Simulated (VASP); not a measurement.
Given:

```
NaF
1.0
    0.00000     2.31500     2.31500
    2.31500     0.00000     2.31500
    2.31500     2.31500     0.00000
Na F
1 1
Direct
  0.00000   0.00000   0.00000
  0.50000   0.50000   0.50000
```

Level of theory: PBEsol GGA, VASP's PBE PAW potentials (set 64) (plane waves; VASP 6.6.1). Settings: 520 eV cut-off, 10×10×10 Γ-centred mesh, Gaussian smearing of 0.010 eV, potentials Na_pv F.

**Question.** Give the electronic dielectric tensor ε∞ (DFPT, local fields included).

**Answer.** 
```
1.88  0.00  0.00
0.00  1.88  0.00
0.00  0.00  1.88
```

**Question.** Give the Born effective charges.

**Answer.** 
```csv
atom,Z*xx,Z*yy,Z*zz,mean
Na1,1.01,1.01,1.01,1.01
F2,-1.01,-1.01,-1.01,-1.01
```

**Question.** And the static tensor with the ions free?

**Answer.** 
```
5.20  0.00  0.00
0.00  5.20  0.00
0.00  0.00  5.20
```

**Question.** Which frequencies do the optical Γ-point modes have (no LO-TO splitting)?

**Answer.** 241 (×3) cm⁻¹.

The compound is NaF in the rock salt structure. The cell was not relaxed at this level.
